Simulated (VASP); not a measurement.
Output of a VASP run:

### OSZICAR
```
       N       E                     dE             d eps       ncg     rms          rms(c)
DAV:   1     0.106981866755E+03    0.10698E+03   -0.10049E+04   980   0.152E+03
DAV:   2    -0.566382404635E+02   -0.16362E+03   -0.15997E+03  1040   0.373E+02
DAV:   3    -0.703607700315E+02   -0.13723E+02   -0.13657E+02  1310   0.112E+02
DAV:   4    -0.707000218414E+02   -0.33925E+00   -0.33910E+00  1058   0.205E+01
DAV:   5    -0.707138587652E+02   -0.13837E-01   -0.13837E-01  1448   0.414E+00    0.453E+00
DAV:   6    -0.654442105389E+02    0.52696E+01   -0.29400E+00  1184   0.329E+01    0.397E+00
DAV:   7    -0.654990577437E+02   -0.54847E-01   -0.73157E-01  1010   0.115E+01    0.218E+00
DAV:   8    -0.654940100573E+02    0.50477E-02   -0.68094E-01   986   0.725E+00    0.801E-01
DAV:   9    -0.656077664169E+02   -0.11376E+00   -0.25267E-01   992   0.453E+00    0.626E-01
DAV:  10    -0.656060094486E+02    0.17570E-02   -0.33027E-02  1124   0.211E+00    0.379E-01
DAV:  11    -0.656094272650E+02   -0.34178E-02   -0.14816E-02  1004   0.115E+00    0.922E-02
DAV:  12    -0.656105659987E+02   -0.11387E-02   -0.71053E-03   986   0.956E-01    0.163E-01
DAV:  13    -0.656109887735E+02   -0.42277E-03   -0.70272E-04  1070   0.260E-01    0.936E-02
DAV:  14    -0.656118741780E+02   -0.88540E-03   -0.51184E-04  1046   0.267E-01    0.351E-02
DAV:  15    -0.656120838567E+02   -0.20968E-03   -0.29683E-04  1052   0.208E-01    0.153E-02
DAV:  16    -0.656120820693E+02    0.17874E-05   -0.12324E-05  1244   0.366E-02    0.560E-03
DAV:  17    -0.656120853038E+02   -0.32344E-05   -0.80428E-06  1010   0.273E-02    0.289E-03
DAV:  18    -0.656120842829E+02    0.10209E-05   -0.24558E-07  1166   0.535E-03    0.758E-04
DAV:  19    -0.656120859851E+02   -0.17022E-05   -0.15326E-06  1004   0.120E-02    0.178E-04
DAV:  20    -0.656120858331E+02    0.15199E-06   -0.41853E-08   610   0.211E-03    0.193E-04
DAV:  21    -0.656120857677E+02    0.65366E-07   -0.12879E-08   532   0.124E-03
   1 F= -.65612086E+02 E0= -.65612086E+02  d E =0.000000E+00
       N       E                     dE             ncg
       N       E                     dE             ncg
```

### OUTCAR
```
------------------------ aborting loop because EDIFF is reached ----------------------------------------
  FORCE on cell =-STRESS in cart. coord.  units (eV):
  Direction    XX          YY          ZZ          XY          YZ          ZX
  --------------------------------------------------------------------------------------
  Total        0.0083825      0.0083825      0.0083825      0.0000000      0.0000000      0.0000000
  in kB        0.2521353      0.2521353      0.2521353      0.0000000      0.0000000      0.0000000
  external PRESSURE =       0.2521353 kB  Pullay stress =       0.0000000 kB
  volume of cell :       53.27
      direct lattice vectors                 reciprocal lattice vectors
     0.000000000  2.986344673  2.986344673    -0.167428765  0.167428765  0.167428765
     2.986344673  0.000000000  2.986344673     0.167428765 -0.167428765  0.167428765
     2.986344673  2.986344673  0.000000000     0.167428765  0.167428765 -0.167428765
  FREE ENERGIE OF THE ION-ELECTRON SYSTEM (eV)
  ---------------------------------------------------
  free  energy   TOTEN  =       -65.6120857677 eV

  energy  without entropy=      -65.6120857677  energy(sigma->0) =      -65.61208577

 total charge

# of ion       s       p       d       tot
------------------------------------------
    1        1.487   0.477   9.839  11.803
    2        1.336   2.365   0.000   3.701
--------------------------------------------------
tot          2.823   2.842   9.839  15.504
```
(Selected blocks of OUTCAR.)

POSCAR:
```
PbS
1
   -0.0000000000     2.9863446726     2.9863446726
    2.9863446726     0.0000000000     2.9863446726
    2.9863446726     2.9863446726     0.0000000000
Pb S
1 1
Direct
  0.0000000000   0.0000000000   0.0000000000
  0.5000000000   0.5000000000   0.5000000000
```

**Question.** Write an INCAR and KPOINTS that could have produced this output.

**Answer.** This is not unique; one that fits is the input of the run itself, r2SCAN meta-GGA, plane waves, VASP's PBE PAW potentials (set 64).

INCAR:
```
PREC  =  Accurate
LCHARG  =  F
SYSTEM  =  PbS
LMIXTAU  =  T
LASPH  =  T   # aspherical one-centre terms
NELM  =  100   # most electronic steps
LWAVE  =  F
ALGO  =  Normal
LORBIT  =  11   # lm-projected
ENCUT  =  520   # plane-wave cut-off (eV)
ISIF  =  2   # forces and stress, cell fixed
LMAXMIX  =  4   # l cut-off of mixed one-centre charges
LREAL  =  F
NEDOS  =  601   # DOS grid
METAGGA  =  R2SCAN
ISMEAR  =  -5
EDIFF  =  1E-7
```

**KPOINTS**
```
Automatic
0
Gamma
 9 9 9
```

**KPOINTS_OPT**
```
k-points along high-symmetry lines
10
Line-mode
Reciprocal
  0.000000   0.000000   0.000000 ! GAMMA
  0.500000   0.000000   0.500000 ! X

  0.500000   0.000000   0.500000 ! X
  0.625000   0.250000   0.625000 ! U

  0.375000   0.375000   0.750000 ! K
  0.000000   0.000000   0.000000 ! GAMMA

  0.000000   0.000000   0.000000 ! GAMMA
  0.500000   0.500000   0.500000 ! L

  0.500000   0.500000   0.500000 ! L
  0.500000   0.250000   0.750000 ! W

  0.500000   0.250000   0.750000 ! W
  0.500000   0.000000   0.500000 ! X
```

POTCAR, in this order: Pb_d S (PBE.64 set). Program: vasp_std.

The compound is PbS in the rock salt structure. It was relaxed first.
